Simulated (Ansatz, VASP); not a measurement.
# NbSb: VASP beside Ansatz

INCAR

```
PREC = Accurate
ENCUT = 520
EDIFF = 1E-8
ISMEAR = -1
SIGMA = 0.05
LREAL = F
LASPH = T
NELM = 80
ALGO = Normal
ISIF = 2
LWAVE = F
LCHARG = F
GGA = PE
LEFG = T
NBANDS = 26
```

KPOINTS

```
Automatic mesh
0
Gamma
  8 8 5
```

The input POSCAR:

```
NbSb
1.0
    3.1820714773      0.0000000000      0.0000000000
   -1.5910357387      2.7557547360      0.0000000000
    0.0000000000      0.0000000000     10.1345947828
Nb Sb
2 2
Direct
    0.3333333333      0.6666666667      0.0488841903
    0.6666666667      0.3333333333      0.5488841903
    0.3333333333      0.6666666667      0.3271158097
    0.6666666667      0.3333333333      0.8271158097
```

Input for Ansatz:

```yaml
crystal:
  lattice:
    - [3.1820714773, 0.0, 0.0]
    - [-1.5910357387, 2.755754736, 0.0]
    - [0.0, 0.0, 10.1345947828]
  atoms:
    - { symbol: Nb, position: [0.3333333333, 0.6666666667, 0.0488841903] }
    - { symbol: Nb, position: [0.6666666667, 0.3333333333, 0.5488841903] }
    - { symbol: Sb, position: [0.3333333333, 0.6666666667, 0.3271158097] }
    - { symbol: Sb, position: [0.6666666667, 0.3333333333, 0.8271158097] }
kpoints:
  mp_grid: { grid: [8, 8, 5] }
  band_path:
    path:
      - [0.0, 0.0, 0.0]
      - [0.5, 0.0, 0.0]
      - [0.3333333333, 0.3333333333, 0.0]
      - [0.0, 0.0, 0.0]
      - [0.0, 0.0, 0.5]
      - [0.5, 0.0, 0.5]
      - [0.3333333333, 0.3333333333, 0.5]
      - [0.0, 0.0, 0.5]
      - [0.5, 0.0, 0.5]
    npoints: 8
scf:
  occupations: { method: fermi_dirac, width: 0.05 }
hamiltonian:
  xc: pbe
  pseudopotentials: { kind: all_electron, datasets: crystal }
output:
  forces: true
  stress: true
  eigenvalues: true
  efg: { contact_densities: true }
```

Alike in both runs: task electric field gradients; functional PBE; k mesh 8 × 8 × 5; occupations fermi-dirac, width 0.05 eV; no spin polarisation.

```csv
,VASP,Ansatz
version,VASP 6.6.1,Ansatz 0.2.0
potentials or method,"VASP PAW PBE potentials, release 64 (Nb_sv, Sb)","all-electron PAW with datasets made for the crystal, scalar-relativistic"
plane-wave cutoff (eV),520,see its input
```

|  | VASP | Ansatz | Ansatz less VASP |
| --- | --- | --- | --- |
| pressure (GPa) | -0.2 | 0.0 | +0.15 |
| largest component of the traceless stress (GPa) | 0.08 | 0.01 | -0.067 |
| Vzz of the field gradient on the site that differs most (V/Å²) | -319.9 | -334.0 | -14.16 |

Ansatz ran all-electron here, so the differences hold the error of VASP's frozen core and of both bases. Ansatz warned: «gradients_without_spin_orbit».

Spin-orbit coupling is left out, which matters for the levels of Sb.
